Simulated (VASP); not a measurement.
Level of theory: PBEsol GGA, VASP's PBE PAW potentials (set 64) (plane waves; VASP).

A VASP calculation is set up with these files.

**POSCAR**
```
TiSb2
1
   -3.3514550000     3.3514550000     2.8979900000
    3.3514550000    -3.3514550000     2.8979900000
    3.3514550000     3.3514550000    -2.8979900000
Ti Sb
2 4
Direct
  0.2500000000   0.2500000000   0.0000000000
  0.7500000000   0.7500000000   0.0000000000
  0.6520400000   0.8479600000   0.5000000000
  0.3479600000   0.1520400000   0.5000000000
  0.8479600000   0.3479600000   0.1959200000
  0.1520400000   0.6520400000   0.8040800000
```

### INCAR
```
# general
SYSTEM  = TiSb2
PREC    = Accurate
ENCUT   = 300
LREAL   = .False.
LASPH   = .True.

# electronic loop
EDIFF   = 1E-6
NELM    = 100
ALGO    = Normal
LMAXMIX = 4

# smearing
ISMEAR  = -1
SIGMA   = 0.1

# functional
GGA     = PS

# ions
ISIF    = 2

# output
LWAVE   = .False.
LCHARG  = .False.
```

File KPOINTS:
```
Automatic mesh
0
Gamma
5 5 5
0 0 0
```

POTCAR, in this order: Ti_sv Sb (PBE.64 set). Program: vasp_std.

Output

OUTCAR:
```
 ion  position               nearest neighbor table
   1  0.250  0.250  0.000-   2 2.90   2 2.90   5 2.93   6 2.93   4 2.93   4 2.93   5 2.93   6 2.93
                             3 2.93   3 2.93
   2  0.750  0.750  0.000-   1 2.90   1 2.90   5 2.93   6 2.93   3 2.93   3 2.93   4 2.93   4 2.93
                             6 2.93   5 2.93
   3  0.652  0.848  0.500-   4 2.88   2 2.93   2 2.93   1 2.93   1 2.93   4 3.44   4 3.44   5 3.54
                             6 3.54   6 3.54   5 3.54   5 3.60   6 3.60   6 3.60   5 3.60
   4  0.348  0.152  0.500-   3 2.88   1 2.93   1 2.93   2 2.93   2 2.93   3 3.44   3 3.44   6 3.54
                             5 3.54   6 3.54   5 3.54   6 3.60   5 3.60   5 3.60   6 3.60
   5  0.848  0.348  0.196-   6 2.88   1 2.93   2 2.93   2 2.93   1 2.93   6 3.44   6 3.44   3 3.54
                             4 3.54   4 3.54   3 3.54   3 3.60   4 3.60   4 3.60   3 3.60
   6  0.152  0.652  0.804-   5 2.88   2 2.93   1 2.93   1 2.93   2 2.93   5 3.44   5 3.44   3 3.54
                             4 3.54   3 3.54   4 3.54   4 3.60   3 3.60   3 3.60   4 3.60
  LATTYP: Found a body centered tetragonal cell.
 ALAT       =     6.7029100000
 C/A-ratio  =     0.8646960798
 Subroutine PRICEL returns:
 Original cell was already a primitive cell.
 Subroutine GETGRP returns: Found 16 space group operations
The static configuration has the point symmetry C_4h.
 The point group associated with its full space group is D_4h.
The dynamic configuration has the point symmetry C_4h.
 Subroutine INISYM returns: Found 16 space group operations
 Subroutine IBZKPT returns following result:
 Found     18 irreducible k-points:
...
```

File OSZICAR:
```
       N       E                     dE             d eps       ncg     rms          rms(c)
DAV:   1     0.331076900679E+03    0.33108E+03   -0.14995E+04  1024   0.111E+03
DAV:   2     0.719707462627E+01   -0.32388E+03   -0.31841E+03  1004   0.362E+02
DAV:   3    -0.365797450118E+02   -0.43777E+02   -0.43091E+02  1610   0.115E+02
DAV:   4    -0.402796288029E+02   -0.36999E+01   -0.36859E+01  1312   0.299E+01
DAV:   5    -0.405328490947E+02   -0.25322E+00   -0.25290E+00  1446   0.644E+00    0.142E+01
DAV:   6    -0.395235120825E+02    0.10093E+01   -0.48368E+01  1330   0.407E+01    0.925E+00
DAV:   7    -0.378836270683E+02    0.16399E+01   -0.19700E+01  1336   0.245E+01    0.477E+00
DAV:   8    -0.377342395500E+02    0.14939E+00   -0.14907E+00  1194   0.858E+00    0.959E-01
DAV:   9    -0.377285381416E+02    0.57014E-02   -0.90439E-02  1326   0.244E+00    0.418E-01
DAV:  10    -0.377281624342E+02    0.37571E-03   -0.87547E-03  1496   0.731E-01    0.104E-01
DAV:  11    -0.377280241928E+02    0.13824E-03   -0.18704E-03  1360   0.276E-01    0.424E-02
DAV:  12    -0.377280123120E+02    0.11881E-04   -0.93177E-05  1408   0.495E-02    0.527E-03
DAV:  13    -0.377280126815E+02   -0.36947E-06   -0.32404E-06  1032   0.965E-03
   1 F= -.37728013E+02 E0= -.37695420E+02  d E =-.651850E-01
```

### OUTCAR
```
------------------------ aborting loop because EDIFF is reached ----------------------------------------
  FORCE on cell =-STRESS in cart. coord.  units (eV):
  Direction    XX          YY          ZZ          XY          YZ          ZX
  --------------------------------------------------------------------------------------
  Total       -2.5966627     -2.5966627     -2.4728892      0.0000000      0.0000000     -0.0000000
  in kB      -31.9523254    -31.9523254    -30.4292731      0.0000000      0.0000000     -0.0000000
  external PRESSURE =     -31.4446413 kB  Pullay stress =       0.0000000 kB
  volume of cell :      130.20
      direct lattice vectors                 reciprocal lattice vectors
    -3.351455000  3.351455000  2.897990000     0.000000000  0.149188934  0.172533377
     3.351455000 -3.351455000  2.897990000     0.149188934  0.000000000  0.172533377
     3.351455000  3.351455000 -2.897990000     0.149188934  0.149188934  0.000000000
 POSITION                                       TOTAL-FORCE (eV/Angst)
 -----------------------------------------------------------------------------------
      0.00000      0.00000      1.44900         0.000000     -0.000000      0.000000
      0.00000      0.00000      4.34699         0.000000     -0.000000      0.000000
      2.33234      1.01911      2.89799        -0.088040      0.088040     -0.000000
      1.01911      2.33234      0.00000         0.088040     -0.088040      0.000000
     -1.01911      2.33234      2.89799        -0.088040     -0.088040      0.000000
      4.37057      1.01911      0.00000         0.088040      0.088040     -0.000000
 -----------------------------------------------------------------------------------
    total drift:                               -0.000000     -0.000000     -0.000000
  FREE ENERGIE OF THE ION-ELECTRON SYSTEM (eV)
  ---------------------------------------------------
  free  energy   TOTEN  =       -37.7280126815 eV

  energy  without entropy=      -37.6628276486  energy(sigma->0) =      -37.69542017
```
(Selected blocks of OUTCAR.)

At this cut-off the stress carries a Pulay error, which pulls relaxed volumes low.

The structure comes from a computed database's TiSb2 entry (I4/mcm); how it stands against other phases isn't given here. The cell was not relaxed at this level.
